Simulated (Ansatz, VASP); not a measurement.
**TaHPd in VASP and in Ansatz**

```
Pd Ta H
1.0
     3.06305    0.00000    0.00000
     0.00000    3.06305    0.00000
     0.00000    0.00000    7.75457
Pd Ta H
2 2 2
Cartesian
  0.0000 1.5315 6.9791
  1.5315 0.0000 0.7755
  0.0000 1.5315 2.5978
  1.5315 0.0000 5.1568
  0.0000 1.5315 4.7846
  1.5315 0.0000 2.9700
```

The cell was built by a generator and needn't be a form met in nature.

Alike in both runs: task single point; functional r2SCAN; k mesh 6 × 6 × 3; occupations methfessel-paxton of order 1, width 0.005 eV; no spin polarisation.

```csv
,VASP,Ansatz
version,VASP 6.6.1,Ansatz 0.2.0
potentials or method,"VASP PAW PBE potentials, release 64 (Pd, Ta_pv, H)",PAW plane waves
plane-wave cutoff (eV),520,500
valence electrons in the cell,44,64
```

```csv
,VASP,Ansatz,Ansatz less VASP
gap on the k mesh at the Fermi level (eV),none,none,-
pressure (GPa),-9.9,-10.6,-0.66
largest component of the traceless stress (GPa),2.68,2.66,-0.021
rms of the force components (eV/Å),0.520,0.516,-0.0040
```

Atom by atom the forces differ by 0.007 eV/Å (rms over components). A gap of «none» marks a metal or a gap that the smearing closes. The two sets of potentials don't hold the same shells in valence.

Caveats: the PAW data sets were made with another functional, which shifts forces and pressure a little (VASP). The runs have no spin-orbit coupling, so splittings on Ta are missing.
